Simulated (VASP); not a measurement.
These are PBEsol GGA, VASP's PBE PAW potentials (set 64) (plane waves; VASP) values and carry that method's errors.

Input for VASP

### KPOINTS
```
Automatic mesh
0
Gamma
8 8 1
0 0 0
```

### INCAR
```
! general
SYSTEM =Ni3Fe(100) slab
PREC   =Normal
ENCUT  =400
LREAL  =.FALSE.
LASPH  =.TRUE.

! electronic loop
EDIFF  =1E-6
NELM   =100
NELMIN =4
ALGO   =Normal
LMAXMIX=4

! smearing
ISMEAR =1
SIGMA  =0.1

! functional
GGA    =PS

! spin
ISPIN  =2
MAGMOM =3.0 3.0 3.0 0.7 0.7 0.7 0.7 0.7 0.7 0.7 0.7 0.7

! output
LWAVE  =.FALSE.
LCHARG =.FALSE.
LORBIT =11
LVHAR  =.TRUE.

! other
LDIPOL =.TRUE.
IDIPOL =3
DIPOL  =0.5 0.5 0.5
```

**POSCAR**
```
Ni3Fe(100) slab
1
    3.4872313286     0.0000000000     0.0000000000
    0.0000000000     3.4872313286     0.0000000000
    0.0000000000     0.0000000000    25.1964742478
Fe Ni
3 9
Direct
  0.0000000000   1.0000000000   0.3266773044
  0.0000000000   1.0000000000   0.4658269029
  0.0000000000   0.0000000000   0.6057720823
  0.5000000000   0.5000000000   0.3302489505
  0.0000000000   0.5000000000   0.3962842583
  0.5000000000   0.0000000000   0.3962842583
  0.5000000000   0.5000000000   0.4658096970
  0.0000000000   0.5000000000   0.5346347155
  0.5000000000   0.0000000000   0.5346347155
  0.5000000000   0.5000000000   0.6036186799
  0.0000000000   0.5000000000   0.6701042177
  0.5000000000   0.0000000000   0.6701042177
```

POTCAR, in this order: Fe Ni (PBE.64 set). Program: vasp_std. Read from the step before: WAVECAR.

Question: What does the run give for the energy per atom (σ→0), cell moment, band gap (on the k-mesh)?

Answer: 
```yaml
energy per atom (σ→0): -6.571 eV/atom
cell_moment: 13.98 μB
band gap (on the k-mesh): none (metal, semimetal or under 0.01 eV)
```

### OSZICAR
```
...
DAV:  30    -0.788520989583E+02   -0.10603E-04   -0.25222E-07  2788   0.283E-03    0.223E-03
DAV:  31    -0.788521067087E+02   -0.77504E-05   -0.22045E-07  2820   0.279E-03    0.161E-03
DAV:  32    -0.788521087589E+02   -0.20501E-05   -0.67846E-08  2672   0.174E-03    0.125E-03
DAV:  33    -0.788521108846E+02   -0.21258E-05   -0.88133E-08  2692   0.210E-03    0.174E-03
DAV:  34    -0.788521127322E+02   -0.18475E-05   -0.12596E-07  2780   0.227E-03    0.113E-03
DAV:  35    -0.788521140538E+02   -0.13217E-05   -0.64374E-08  2732   0.116E-03    0.797E-04
DAV:  36    -0.788521146578E+02   -0.60396E-06   -0.19982E-08  2696   0.780E-04
   1 F= -.78852115E+02 E0= -.78850162E+02  d E =-.585688E-02  mag=    13.9829
```

The cell is a thin slab with vacuum, built from Ni3Fe (L1_2): (100) face.
